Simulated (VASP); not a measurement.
```
CELL_PARAMETERS angstrom
      1.66627    -5.21092     0.00000
      1.66627     5.21092     0.00000
      0.00000     0.00000     3.28241
ATOMIC_POSITIONS crystal
  Na 0.34104 0.65896 0.25000
  Na 0.65896 0.34104 0.75000
  H  0.03207 0.96793 0.25000
  H  0.96793 0.03207 0.75000
  O  0.87392 0.12608 0.75000
  O  0.12608 0.87392 0.25000
```

Level of theory: LDA (Ceperley-Alder, Perdew-Zunger), VASP's LDA PAW potentials (set 64) (plane waves; VASP). Settings: 520 eV cut-off, 7×7×7 Γ-centred mesh, Gaussian smearing of 0.010 eV, potentials Na_pv H O.

Give the electronic dielectric tensor ε∞ (DFPT, local fields included).

```
2.42  0.00  0.00
0.00  2.47  0.00
0.00  0.00  2.61
```

Give the Born effective charges.

```json
[
 {"atom": "Na1", "Z*xx": "1.00", "Z*yy": "1.08", "Z*zz": "0.96", "mean": "1.01"},
 {"atom": "Na2", "Z*xx": "1.00", "Z*yy": "1.08", "Z*zz": "0.96", "mean": "1.01"},
 {"atom": "H3", "Z*xx": "0.26", "Z*yy": "0.25", "Z*zz": "0.54", "mean": "0.35"},
 {"atom": "H4", "Z*xx": "0.26", "Z*yy": "0.25", "Z*zz": "0.54", "mean": "0.35"},
 {"atom": "O5", "Z*xx": "-1.26", "Z*yy": "-1.33", "Z*zz": "-1.50", "mean": "-1.36"},
 {"atom": "O6", "Z*xx": "-1.26", "Z*yy": "-1.33", "Z*zz": "-1.50", "mean": "-1.36"}
]
```

Which frequencies do the optical Γ-point modes have (no LO-TO splitting)?

487i, 58, 122, 248, 257, 260, 261, 266, 290, 325, 347, 684, 974, 3619, 3654 cm⁻¹. The imaginary modes mark an instability.

The structure comes from a computed database's NaHO entry (Cmcm); how it stands against other phases isn't given here. It was relaxed first, which changed the volume by -7 %.
